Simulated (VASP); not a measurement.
All values below come from HSE06 screened hybrid (exact exchange on a k-mesh reduced by 3x3x1), VASP's PBE PAW potentials (set 64) (plane waves; VASP).

Input for VASP

### INCAR
```
HFSCREEN=0.2   # 1/Angstrom
LVHAR=.TRUE.
EDIFF=1E-5   # SCF stop (eV)
NKREDX=3
LCHARG=.FALSE.
SIGMA=0.05
SYSTEM=SnSe2 monolayer
ISMEAR=0
PRECFOCK=Fast
NELM=50   # most electronic steps
LMAXMIX=4   # l cut-off of mixed one-centre charges
LREAL=.FALSE.   # projection in real space or not
PREC=Normal
GGA=PE
NELMIN=4
NKREDY=3
ALGO=Normal
ENCUT=400   # plane-wave cut-off (eV)
ISIF=0
LWAVE=.FALSE.
ISYM=3
LHFCALC=.TRUE.
LASPH=.TRUE.
AEXX=0.25
```

**KPOINTS**
```
Automatic mesh
0
Gamma
12 12 1
0 0 0
```

File POSCAR:
```
SnSe2 monolayer
42.7766330
  0.0904531319   0.0000000000   0.0000000000
 -0.0452265660   0.0783347138   0.0000000000
  0.0000000000   0.0000000000   0.5000000038
Se Sn
2 1
Cartesian
  0.0452266112   0.0261115452   0.2126817604
 -0.0000000452   0.0522231687   0.2873182434
  0.0000000000   0.0000000000   0.2500000019
```

POTCAR, in this order: Se Sn_d (PBE.64 set). Program: vasp_std. Read from the step before: WAVECAR.

Exact exchange is summed on a reduced mesh (NKRED).

What does the run give for the energy per atom (σ→0), largest force?

| Property | Result |
|---|---|
| energy per atom (σ→0) | -4.862 eV/atom |
| largest force | 0.499 eV/Å |

### OSZICAR
```
...
DAV:   2    -0.145896379952E+02   -0.91667E-02   -0.44197E-02   733   0.133E+00    0.137E+00
DAV:   3    -0.145875758723E+02    0.20621E-02   -0.45905E-03  1004   0.474E-01    0.816E-01
DAV:   4    -0.145870947325E+02    0.48114E-03   -0.89412E-04   873   0.211E-01    0.457E-01
DAV:   5    -0.145869434873E+02    0.15125E-03   -0.13868E-04   851   0.108E-01    0.253E-01
DAV:   6    -0.145868912521E+02    0.52235E-04   -0.44557E-05   774   0.631E-02    0.137E-01
DAV:   7    -0.145868800825E+02    0.11170E-04   -0.15615E-05   651   0.320E-02    0.756E-02
DAV:   8    -0.145868804967E+02   -0.41417E-06   -0.53003E-06   663   0.204E-02
   1 F= -.14586880E+02 E0= -.14586880E+02  d E =-.610896E-15
```

The cell is a sheet with vacuum, built from SnSe2 (1T layered). The cell's shape comes from a PBE relaxation.
